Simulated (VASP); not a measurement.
Data:

```
ZrB
1.0
    3.19359     0.00000     0.00000
    0.00000     4.51641     0.00000
    0.00000     0.00000    20.51640
Zr B
3 3
Direct
  0.00000   0.75000   0.38993
  0.00000   0.25000   0.50000
  0.00000   0.75000   0.61007
  0.50000   0.25000   0.38993
  0.50000   0.75000   0.50000
  0.50000   0.25000   0.61007
```

All values below come from PBE GGA, VASP's PBE PAW potentials (set 64) (plane waves; VASP). Settings: 400 eV cut-off, 4×3×1 Γ-centred mesh, Fermi-Dirac smearing of 0.10 eV, potentials Zr_sv B.

The cell holds a wide vacuum, so values per volume refer to the whole cell.

Task: Estimate the energy per atom (σ→0), largest force, band gap (on the k-mesh) with the smallest direct gap where there is one.

Result: 
The band gap (on the k-mesh) is none (metal, semimetal or under 0.01 eV) and the energy per atom (σ→0) is -659.1 kJ/mol-atom. The largest force comes out as 0.759 eV/Å.

Only differences to runs with the same potentials and settings are physical.

The cell is a sheet with vacuum, built from a generated structure.
